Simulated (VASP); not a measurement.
An input for Quantum ESPRESSO's pw.x (written as the equivalent of a VASP run, and not itself run):

```
&CONTROL
  calculation = 'scf'
  pseudo_dir = './pseudo'
  outdir = './out'
  tprnfor = .true.
  tstress = .true.
/
&SYSTEM
  ibrav = 0
  nat = 6
  ntyp = 2
  ecutwfc = 92
  occupations = 'tetrahedra'
  input_dft = 'pbe'
  vdw_corr = 'grimme-d3'
  dftd3_version = 4
  dftd3_threebody = .false.
/
&ELECTRONS
  conv_thr = 7.3e-09
  electron_maxstep = 100
/
ATOMIC_SPECIES
  Cu 63.546 Cu.upf
  O 15.999 O.upf
CELL_PARAMETERS angstrom
     4.2596728   -0.0000000    0.0000000
     0.0000000    4.2596728    0.0000000
    -0.0000000    0.0000000    4.2596728
ATOMIC_POSITIONS crystal
  Cu   0.7500000  0.2500000  0.7500000
  Cu   0.2500000  0.7500000  0.7500000
  Cu   0.7500000  0.7500000  0.2500000
  Cu   0.2500000  0.2500000  0.2500000
  O    1.0000000  1.0000000  1.0000000
  O    0.5000000  0.5000000  0.5000000
K_POINTS automatic
  6 6 6 0 0 0
```

Q: Write the VASP files for the same calculation (PBE-D3(BJ)).

A: This is not unique; one that fits is 
**INCAR**
```
# general
SYSTEM   =  Cu2O
PREC     =  Accurate
ENCUT    =  520
LREAL    =  .FALSE.
LASPH    =  .TRUE.

# electronic loop
EDIFF    =  1E-7
NELM     =  100
ALGO     =  Normal
LMAXMIX  =  4

# smearing
ISMEAR   =  -5

# functional
GGA      =  PE
IVDW     =  12

# ions
ISIF     =  2

# output
LWAVE    =  .FALSE.
LCHARG   =  .TRUE.
LORBIT   =  11
NEDOS    =  601

# other
LEFG     =  .TRUE.
```

File POSCAR:
```
Cu2O
1
    4.2596728024    -0.0000000000     0.0000000000
    0.0000000000     4.2596728024     0.0000000000
   -0.0000000000     0.0000000000     4.2596728024
Cu O
4 2
Direct
  0.7500000000   0.2500000000   0.7500000000
  0.2500000000   0.7500000000   0.7500000000
  0.7500000000   0.7500000000   0.2500000000
  0.2500000000   0.2500000000   0.2500000000
  1.0000000000   1.0000000000   1.0000000000
  0.5000000000   0.5000000000   0.5000000000
```

File KPOINTS:
```
Automatic mesh
0
G
 6 6 6
0 0 0
```

POTCAR, in this order: Cu O (PBE.64 set). Program: vasp_std.

The two are equivalent in intent, not identical: the potentials are each code's own (VASP's PAW set, PseudoDojo norm-conserving files in pw.x), so ENCUT and ecutwfc are chosen apart and not converted; conv_thr bounds pw.x's estimated SCF error, while EDIFF bounds the energy change between steps; the field gradients of LEFG aren't asked of the other code.

The compound is Cu2O in the cuprite structure. It was relaxed first.
